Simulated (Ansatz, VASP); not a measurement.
This is a calculation of NiMoIrPdW for Ansatz 0.2.0.

Contents of input.yaml:

```yaml
crystal:
  lattice:
    - [2.8149266879, 0.0, 0.0]
    - [-1.4074633439, 2.4377922971, 0.0]
    - [0.0, 0.0, 11.5629294088]
  atoms:
    - { symbol: Ni, position: [0.0, 0.0, 0.70917], spin: 1.0 }
    - { symbol: Mo, position: [0.66667, 0.33333, 0.29425], spin: 1.0 }
    - { symbol: Pd, position: [0.66667, 0.33333, 0.89901] }
    - { symbol: Ir, position: [0.0, 0.0, 0.10604], spin: 0.6 }
    - { symbol: W, position: [0.66667, 0.33333, 0.52921] }
kpoints:
  mp_grid: { grid: [8, 8, 2] }
scf:
  occupations: { method: fermi_dirac, width: 0.05 }
hamiltonian:
  xc: pbe
  pseudopotentials: { kind: all_electron, lapw: { basis_error: 0.003 } }
magnetization:
  spin_polarized: true
output:
  forces: true
  stress: true
  eigenvalues: true
```

Potentials or basis: all-electron LAPW, scalar-relativistic.

Launch:

```sh
$ ansatz run input.yaml --threads 8 --pin off --max-ram 24576MiB --backend cpu --events-out ev --progress --plain --runs-dir out
```

Q: Translate it to VASP 6.6.1. Potentials there: VASP PAW PBE potentials, release 64 (Ni, Mo_sv, Pd, Ir, W_sv).

A: As run (the cutoff follows the program's own potentials):

The input INCAR:

```
SYSTEM = NiMoIrPdW
  PREC = Accurate
  ENCUT = 520
  EDIFF = 1E-6
  ISMEAR = -1
  SIGMA = 0.05
  LREAL = .False.
  LASPH = .True.
  NELM = 150
  ALGO = Normal
  ISIF = 2
  LWAVE = .False.
  LCHARG = .False.
  ISPIN = 2
  MAGMOM = 1 1 0 0.6 0
  LORBIT = 11
  LMAXMIX = 4
  GGA = PE
  NBANDS = 40
```

Contents of KPOINTS:

```
Automatic mesh
0
Gamma
  8 8 2
  0 0 0
```

POSCAR

```
NiMoIrPdW
1.0
    2.8149266879      0.0000000000      0.0000000000
   -1.4074633439      2.4377922971      0.0000000000
    0.0000000000      0.0000000000     11.5629294088
Ni Mo Pd Ir W
1 1 1 1 1
Direct
    0.0000000000      0.0000000000      0.7091700000
    0.6666700000      0.3333300000      0.2942500000
    0.6666700000      0.3333300000      0.8990100000
    0.0000000000      0.0000000000      0.1060400000
    0.6666700000      0.3333300000      0.5292100000
```

Potentials or basis: VASP PAW PBE potentials, release 64 (Ni, Mo_sv, Pd, Ir, W_sv).

Run with:

```bash
$ cat potpaw_PBE.64/Ni/POTCAR potpaw_PBE.64/Mo_sv/POTCAR potpaw_PBE.64/Pd/POTCAR potpaw_PBE.64/Ir/POTCAR potpaw_PBE.64/W_sv/POTCAR > POTCAR
$ mpirun -np 1 vasp_std > vasp.out
```

Both were run:

|  | VASP | Ansatz | Ansatz less VASP |
| --- | --- | --- | --- |
| gap on the k mesh at the Fermi level (eV) | none | none | - |
| pressure (GPa) | -11.7 | -12.0 | -0.26 |
| largest component of the traceless stress (GPa) | 0.16 | 0.16 | +0.007 |
| rms of the force components (eV/Å) | 0.065 | 0.070 | +0.0052 |
| net moment per atom (μB) | 0.00 | 0.00 | 0.000 |

Atom by atom the forces differ by 0.006 eV/Å (rms over components). A gap of «none» marks a metal or a gap that the smearing closes. Ansatz ran all-electron here, so the differences hold the error of VASP's frozen core and of both bases.

Caveats: the k mesh is thin for a metal, which can move the energy by tens of meV per atom (Ansatz); the starting moments weren't kept (Ansatz). The runs have no spin-orbit coupling, so splittings on Ir, W are missing.
